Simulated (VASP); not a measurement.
Given:

```yaml
crystal:
  lattice:
    - [0.00000, 1.73813, 1.73813]
    - [1.73813, 0.00000, 1.73813]
    - [1.73813, 1.73813, 0.00000]
  atoms:
    - { symbol: Ni, position: [0.00000, 0.00000, 0.00000], spin: 0.8 }
```

Level of theory: r2SCAN meta-GGA, VASP's PBE PAW potentials (set 64) (plane waves; VASP). Numerical set-up: 400 eV cut-off, 20×20×20 Γ-centred mesh, tetrahedra with Blöchl corrections, potentials Ni.

Q: Give the spin-up energies of bands 1 to 6 at the high-symmetry points, in eV from the Fermi level.

A: 
| band | Γ | X | U | L | W |
|---|---|---|---|---|---|
| 1 | -9.68 | -5.29 | -4.60 | -5.49 | -4.35 |
| 2 | -3.04 | -4.90 | -4.34 | -2.96 | -3.68 |
| 3 | -3.04 | -0.97 | -2.65 | -2.96 | -3.68 |
| 4 | -3.04 | -0.97 | -1.52 | -1.05 | -1.75 |
| 5 | -1.69 | -0.94 | -1.23 | -1.05 | -0.97 |
| 6 | -1.69 | 2.49 | 5.90 | -0.49 | 8.05 |

Q: Give the spin-down energies of bands 1 to 6 at the high-symmetry points, in eV from the Fermi level.

A: 
| band | Γ | X | U | L | W |
|---|---|---|---|---|---|
| 1 | -9.93 | -4.88 | -4.06 | -4.83 | -3.90 |
| 2 | -1.72 | -3.89 | -3.47 | -2.06 | -2.68 |
| 3 | -1.72 | -0.16 | -1.63 | -2.06 | -2.68 |
| 4 | -1.72 | 0.55 | -0.79 | -0.70 | -1.04 |
| 5 | -0.95 | 0.55 | 0.26 | 0.17 | 0.55 |
| 6 | -0.95 | 2.24 | 6.15 | 0.17 | 8.28 |

It has no gap at this level: it comes out as a metal or semimetal.

The compound is Ni in the fcc structure. It was relaxed first.
